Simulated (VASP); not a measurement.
A convergence study with VASP on MgO (rock salt): one setting is varied, all else stays as given below, so the limit is that of these other settings.

```xyz
2
Lattice="0.0000 2.1050 2.1050 2.1050 0.0000 2.1050 2.1050 2.1050 0.0000" Properties=species:S:1:pos:R:3 pbc="T T T"
Mg     0.0000     0.0000     0.0000
O      2.1050     2.1050     2.1050
```

Computed with PBE GGA, VASP's PBE PAW potentials (set 64) (plane waves; VASP). The tightest run used: 700 eV cut-off, 16×16×16 Monkhorst-Pack mesh, Gaussian smearing of 0.050 eV, potentials Mg O.

The settings run are 1×1×1 mesh; 2×2×2 mesh; 3×3×3 mesh; 4×4×4 mesh; 5×5×5 mesh; 6×6×6 mesh; 7×7×7 mesh; 8×8×8 mesh; 9×9×9 mesh; 10×10×10 mesh; 11×11×11 mesh; 12×12×12 mesh; 13×13×13 mesh; 14×14×14 mesh; 15×15×15 mesh; 16×16×16 mesh. From which on does the energy per atom stay within 0.01 eV/atom of the tightest run?

From 4×4×4 mesh on: it is off by 0.0000 there and by no more than 0.01 in any finer run, while 3×3×3 mesh is off by 0.0459.
```csv
setting,E (eV/atom),pressure (GPa),irreducible k-points,difference judged (eV/atom)
1×1×1 mesh,-0.5342,72.79,1,5.4217
2×2×2 mesh,-5.9526,3.92,2,0.0034
3×3×3 mesh,-5.9100,4.36,4,0.0459
4×4×4 mesh,-5.9559,3.89,10,0.0000
5×5×5 mesh,-5.9549,3.88,10,0.0011
6×6×6 mesh,-5.9559,3.88,28,0.0000
7×7×7 mesh,-5.9559,3.88,20,0.0001
8×8×8 mesh,-5.9559,3.88,60,0.0000
9×9×9 mesh,-5.9559,3.88,35,0.0000
10×10×10 mesh,-5.9559,3.88,110,0.0000
11×11×11 mesh,-5.9560,3.88,56,0.0000
12×12×12 mesh,-5.9559,3.88,182,0.0000
13×13×13 mesh,-5.9559,3.88,84,0.0000
14×14×14 mesh,-5.9560,3.88,280,0.0000
15×15×15 mesh,-5.9559,3.88,120,0.0000
16×16×16 mesh,-5.9559,3.88,408,0.0000
```

Left out are rungs that failed or repeat a setting and relaxations that didn't move; long series are thinned to 24 rows.

The compound is MgO in the rock salt structure. The cell was not relaxed at this level.
